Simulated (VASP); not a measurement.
LuIn2Si2:

```
CELL_PARAMETERS angstrom
4.46606 0.00809 -0.03219
-2.22602 3.88739 -0.00840
-0.05118 -0.04497 7.06091
ATOMIC_POSITIONS crystal
In 0.24969 0.59972 0.59926
In 0.64586 0.31800 0.39561
Lu 0.97743 0.96811 0.96392
Si 0.30364 0.74136 0.30384
Si 0.59183 0.25671 0.74734
```

The cell was built by a generator and needn't be a form met in nature.

Base run:

- Program: VASP 6.6.1
- Functional: PBEsol
- Dispersion: D3(BJ)
- Potentials or basis: VASP PAW PBE potentials, release 64 (In_d, Lu, Si)
- Cutoff: 520 eV
- k mesh: 5 × 5 × 3, shifted
- Occupations: fermi-dirac, width 0.1 eV
- Spin: no spin polarisation

Its results: band gap on the k mesh none (metal or under the smearing width); pressure 5.1 GPa; largest force 7.606 eV/Å.

Question: The run is repeated on the same cell with these changes: dispersion from D3(BJ) to none; further incar settings from ALGO = Fast; EDIFF = 1e-06; NBANDS = 38 to ALGO = Fast; EDIFF = 1e-07; NBANDS = 38. What comes out?

Answer: Band gap on the k mesh none (metal or under the smearing width); pressure 6.8 GPa; largest force 7.605 eV/Å.

Caveats: the PAW data sets were made with another functional, which shifts forces and pressure a little; pairwise dispersion overbinds metals, which lowers pressure and volume (some runs).

Not every run made on this cell is shown here.
